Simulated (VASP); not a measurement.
Here is a VASP 6.6.1 calculation.

Contents of INCAR:

```
  PREC = Accurate
  ENCUT = 520
  EDIFF = 1E-6
  ISMEAR = 0
  SIGMA = 0.01
  LREAL = False
  LASPH = True
  NELM = 80
  ALGO = Normal
  ISIF = 2
  LWAVE = False
  LCHARG = True
  GGA = PE
  LELF = True
```

Contents of KPOINTS:

```
Automatic mesh
0
Gamma
  1 1 1
```

Contents of POSCAR:

```
H2C2S
1.0
   14.0000000000      0.0000000000      0.0000000000
    0.0000000000     11.0000000000      0.0000000000
    0.0000000000      0.0000000000     10.0000000000
C S H
2 1 2
Direct
    0.4309035700      0.4394681800      0.5059700000
    0.5164392900      0.4502227300      0.5083900000
    0.6363107100      0.4525954500      0.5141200000
    0.3551892900      0.4311590900      0.5036000000
    0.6466678600      0.5726590900      0.4926800000
```

Potentials or basis: VASP PAW PBE potentials, release 64 (C, S, H).

Launch:

```sh
$ cat potpaw_PBE.64/C/POTCAR potpaw_PBE.64/S/POTCAR potpaw_PBE.64/H/POTCAR > POTCAR
$ mpirun -np 1 vasp_gam > vasp.out
```

Task: Estimate the largest force.

Result: 1.140 eV/Å.

Task: What does it give for the gap between the frontier levels?

Result: 4.45 eV.

Forces in eV/Å, atoms in the order of the input:
```
C   -0.983 -0.107 -0.018
C    1.133  0.121  0.021
S    0.005 -0.197  0.033
H   -0.189 -0.019 -0.004
H    0.035  0.201 -0.033
```

Caveat: the standard files for N, O and F lose accuracy on very short bonds.
